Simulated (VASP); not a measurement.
Crystal: Br2Si, in a box.

```
Br Si
1.0
    11.00000    0.00000    0.00000
     0.00000   13.00000    0.00000
     0.00000    0.00000   11.00000
Br Si
2 1
Direct
  0.58050 0.62218 0.55070
  0.47222 0.38105 0.46172
  0.42186 0.54861 0.45549
```

Base run:

* Program: VASP 6.6.1
* Functional: BLYP
* Dispersion: D4
* Potentials or basis: VASP PAW PBE potentials, release 64 (Br, Si)
* Cutoff: 520 eV
* k mesh: 1 × 1 × 1
* Occupations: gaussian, width 0.01 eV
* Spin: no spin polarisation

Its results: gap between the frontier levels 2.74 eV; largest force 0.612 eV/Å.

The run is repeated on the same cell with these changes: functional from BLYP to SCAN; further incar settings from ALGO = Normal; EDIFF = 1e-07 to ALGO = Normal; EDIFF = 1e-06; NBANDS = 16. What comes out?

Gap between the frontier levels 2.98 eV; largest force 0.090 eV/Å.

Caveats: the PAW data sets were made with another functional, which shifts forces and pressure a little.

A k mesh can miss the band edges.

Not every run made on this cell is shown here.
